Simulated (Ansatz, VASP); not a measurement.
**Two plane-wave programs on Ga3F**

```
Ga F
1.0
     0.00000    3.20826    3.20826
     3.20826    0.00000    3.20826
     3.20826    3.20826    0.00000
Ga F
3 1
Cartesian
  1.6041 1.6041 1.6041
  4.8124 4.8124 4.8124
  0.0000 0.0000 0.0000
  3.2083 3.2083 3.2083
```

Alike in both runs: functional PBE; k mesh 12 × 12 × 12; occupations gaussian, width 0.1 eV; no spin polarisation.

Ansatz relaxed the structure, and its values are those at the end. VASP's run is a single point on that final structure, the one shown.

```csv
,VASP,Ansatz
version,VASP 6.6.1,Ansatz 0.2.0
potentials or method,"VASP PAW PBE potentials, release 64 (Ga_d, F)","scalar-relativistic, plane waves, PAW"
plane-wave cutoff (eV),520,420
valence electrons in the cell,46,46
```

```csv
,VASP,Ansatz,Ansatz less VASP
gap on the k mesh at the Fermi level (eV),none,none,-
pressure (GPa),0.0,0.0,-0.02
```

A gap of «none» marks a metal or a gap that the smearing closes.
